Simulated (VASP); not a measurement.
Ni (fcc) relaxed at rising pressure, in one space group throughout; other phases were not tried. The pressures are those reached. These are PBEsol GGA, VASP's PBE PAW potentials (set 64) (plane waves; VASP) values and carry that method's errors.

| P (GPa) | V (Å³/atom) | k-mesh |
|---|---|---|
| -0.03 | 10.371 | 18×18×18 |
| 4.94 | 10.159 | 18×18×18 |
| 9.94 | 9.969 | 18×18×18 |
| 19.81 | 9.645 | 18×18×18 |
| 30.00 | 9.355 | 19×19×19 |

A change of mesh leaves a small step in the series.

Question: Fit an equation of state and predict the volume at 44.91 GPa.

Answer: Least squares on the third-order Birch-Murnaghan form, P = (3B0/2)(y⁷ − y⁵)[1 + (3/4)(B′ − 4)(y² − 1)] with y = (V0/V)^(1/3), gives V0 = 10.368 Å³/atom, B0 = 233 GPa and B′ = 4.4, and so 9.001 Å³/atom. The run gave 9.011 Å³/atom, +0.1 % from the fit.

Pressures at which the relaxation failed are left out.

The compound is Ni in the fcc structure. The spin order is the one that the start imposed; others were not tried in this run.
